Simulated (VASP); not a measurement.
Output of a VASP run:

File OSZICAR:
```
       N       E                     dE             d eps       ncg     rms          rms(c)
DAV:   1     0.363817442593E+03    0.36382E+03   -0.17982E+04   444   0.109E+03
DAV:   2     0.513744037842E+01   -0.35868E+03   -0.34780E+03   454   0.296E+02
DAV:   3    -0.307813993391E+02   -0.35919E+02   -0.34732E+02   571   0.109E+02
DAV:   4    -0.328275524732E+02   -0.20462E+01   -0.20232E+01   640   0.259E+01
DAV:   5    -0.328970235471E+02   -0.69471E-01   -0.69415E-01   633   0.470E+00    0.154E+01
DAV:   6    -0.333337502552E+02   -0.43673E+00   -0.44356E+01   582   0.117E+02    0.113E+01
DAV:   7    -0.310360885823E+02    0.22977E+01   -0.10931E+01   595   0.758E+01    0.634E+00
DAV:   8    -0.312053420795E+02   -0.16925E+00   -0.40582E+00   696   0.280E+01    0.390E+00
DAV:   9    -0.310948865575E+02    0.11046E+00   -0.11823E+00   640   0.210E+01    0.125E+00
DAV:  10    -0.310981194255E+02   -0.32329E-02   -0.98049E-02   648   0.705E+00    0.737E-01
DAV:  11    -0.310961642964E+02    0.19551E-02   -0.13161E-02   696   0.211E+00    0.224E-01
DAV:  12    -0.310962387600E+02   -0.74464E-04   -0.21901E-03   648   0.293E-01    0.813E-02
DAV:  13    -0.310961709078E+02    0.67852E-04   -0.12613E-04   654   0.239E-01    0.464E-02
DAV:  14    -0.310961692542E+02    0.16536E-05   -0.27046E-04   699   0.319E-01    0.232E-02
DAV:  15    -0.310961689147E+02    0.33951E-06   -0.87950E-05   686   0.154E-01    0.196E-02
DAV:  16    -0.310961692536E+02   -0.33885E-06   -0.37742E-06   438   0.116E-02
   1 F= -.31096169E+02 E0= -.31087671E+02  d E =-.169957E-01
```

### OUTCAR
```
------------------------ aborting loop because EDIFF is reached ----------------------------------------
  FORCE on cell =-STRESS in cart. coord.  units (eV):
  Direction    XX          YY          ZZ          XY          YZ          ZX
  --------------------------------------------------------------------------------------
  Total       -1.6395085     -1.6395085     -1.8238172      0.0000000      0.0000000      0.0000000
  in kB      -12.3648668    -12.3648668    -13.7548888      0.0000000      0.0000000      0.0000000
  external PRESSURE =     -12.8282075 kB  Pullay stress =       0.0000000 kB
  volume of cell :      212.44
      direct lattice vectors                 reciprocal lattice vectors
    -2.988545000  2.988545000  5.946415000     0.000000000  0.167305495  0.084084276
     2.988545000 -2.988545000  5.946415000     0.167305495  0.000000000  0.084084276
     2.988545000  2.988545000 -5.946415000     0.167305495  0.167305495  0.000000000
 POSITION                                       TOTAL-FORCE (eV/Angst)
 -----------------------------------------------------------------------------------
      0.00000      0.00000      0.00000         0.000000     -0.000000      0.000000
      0.00000      0.00000      5.94642         0.000000     -0.000000      0.000000
      0.00000      2.98854      2.97321         0.000000     -0.000000      0.000000
      2.98854      0.00000      2.97321         0.000000     -0.000000      0.000000
      1.44586     -1.44586      7.48737         0.047012     -0.047012      0.120954
      1.54269      1.54269     -1.54095        -0.047012     -0.047012     -0.120954
     -1.44586      1.44586      7.48737        -0.047012      0.047012      0.120954
      1.44586      1.44586      4.40546         0.047012      0.047012     -0.120954
 -----------------------------------------------------------------------------------
    total drift:                                0.000017      0.000017      0.000017
  FREE ENERGIE OF THE ION-ELECTRON SYSTEM (eV)
  ---------------------------------------------------
  free  energy   TOTEN  =       -31.0961692536 eV

  energy  without entropy=      -31.0791735227  energy(sigma->0) =      -31.08767139
```
(Selected blocks of OUTCAR.)

**POSCAR**
```
ZnCu2SiTe4
1
   -2.9885450000     2.9885450000     5.9464150000
    2.9885450000    -2.9885450000     5.9464150000
    2.9885450000     2.9885450000    -5.9464150000
Zn Si Cu Te
1 1 2 4
Direct
  0.0000000000   0.0000000000   0.0000000000
  0.5000000000   0.5000000000   0.0000000000
  0.7500000000   0.2500000000   0.5000000000
  0.2500000000   0.7500000000   0.5000000000
  0.3876700000   0.8714700000   0.0000000000
  0.1285300000   0.1285300000   0.5162000000
  0.8714700000   0.3876700000   0.0000000000
  0.6123300000   0.6123300000   0.4838000000
```

Question: Reconstruct the remaining input files.

Answer: Several could match; the one computed here: the input of the run itself, PBEsol GGA, plane waves, VASP's PBE PAW potentials (set 64).

**KPOINTS**
```
Automatic mesh
0
Gamma
3 3 3
0 0 0
```

INCAR:
```
SYSTEM = ZnCu2SiTe4
PREC = Accurate; ENCUT = 300; LREAL = .False.
LASPH = .True.
EDIFF = 1E-6; NELM = 100; ALGO = Normal
LMAXMIX = 4
ISMEAR = -1; SIGMA = 0.1
GGA = PS
ISIF = 2
LWAVE = .False.; LCHARG = .False.
```

POTCAR, in this order: Zn Si Cu Te (PBE.64 set). Program: vasp_std.

At this cut-off the stress carries a Pulay error, which pulls relaxed volumes low.

The structure comes from a computed database's ZnCu2SiTe4 entry (I-42m); how it stands against other phases isn't given here. The cell was not relaxed at this level. The k-mesh is coarse (spacing up to 0.50 per Å, 2π included), so the numbers may not be converged in it.
